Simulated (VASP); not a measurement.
An input for Quantum ESPRESSO's pw.x (written as the equivalent of a VASP run, and not itself run):

```
&CONTROL
  calculation = 'scf'
  pseudo_dir = './pseudo'
  outdir = './out'
  tprnfor = .true.
  tstress = .true.
/
&SYSTEM
  ibrav = 0
  nat = 1
  ntyp = 1
  ecutwfc = 40
  occupations = 'tetrahedra'
  input_dft = 'pbe'
/
&ELECTRONS
  conv_thr = 7.3e-09
  electron_maxstep = 100
/
ATOMIC_SPECIES
  Al 26.982 Al.upf
CELL_PARAMETERS angstrom
    -0.0000000    2.0178987    2.0178987
     2.0178987   -0.0000000    2.0178987
     2.0178987    2.0178987   -0.0000000
ATOMIC_POSITIONS crystal
  Al   0.0000000  0.0000000  0.0000000
K_POINTS automatic
  17 17 17 0 0 0
```

Problem. Write the VASP files for the same calculation (PBE).

Solution. Several could match; the one computed here: 
**INCAR**
```
! general
SYSTEM = Al
PREC   = Accurate
ENCUT  = 520   ! plane-wave cut-off (eV)
LREAL  = F   ! projection in real space or not
LASPH  = T   ! aspherical one-centre terms

! electronic loop
EDIFF  = 1E-7   ! SCF stop (eV)
NELM   = 100
ALGO   = Normal   ! blocked Davidson

! smearing
ISMEAR = -5   ! tetrahedra, Bloechl

! functional
GGA    = PE

! ions
ISIF   = 2

! output
LWAVE  = F
LCHARG = T
LORBIT = 11   ! lm-projected
NEDOS  = 601
```

### KPOINTS
```
Automatic mesh
0
Gamma
17 17 17
0 0 0
```

File POSCAR:
```
Al
1
   -0.0000000000     2.0178986749     2.0178986749
    2.0178986749    -0.0000000000     2.0178986749
    2.0178986749     2.0178986749    -0.0000000000
Al
1
Direct
  0.0000000000   0.0000000000   0.0000000000
```

POTCAR, in this order: Al (PBE.64 set). Program: vasp_std.

The two are equivalent in intent, not identical: the potentials are each code's own (VASP's PAW set, PseudoDojo norm-conserving files in pw.x), so ENCUT and ecutwfc are chosen apart and not converted; conv_thr bounds pw.x's estimated SCF error, while EDIFF bounds the energy change between steps.

The compound is Al in the fcc structure. It was relaxed first.
